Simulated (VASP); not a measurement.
Method: vdW-DF2, VASP's PBE PAW potentials (set 64) (plane waves; VASP). For the first row: Run with 520 eV cut-off, 7×7×7 Γ-centred mesh, Gaussian smearing of 0.050 eV, potentials Pb_d Se.

```
system            energy (eV/atom)
----------------  ----------------
PbSe (rock salt)           -1.5407
Pb (fcc)                   -0.1431
Se (trig)                  -1.6480
```

The references are the elements' solids at the same level; no temperature or zero-point terms are added.  Spin-orbit coupling is left out, which shifts such energies by up to tenths of an eV for the heavy elements here.

Task: What is the formation energy per atom of PbSe?

Result: The references average (1×(-0.1431) + 1×(-1.6480))/2 = -0.8955 eV, so the formation energy is -1.5407 − (-0.8955) = -0.645 eV/atom.
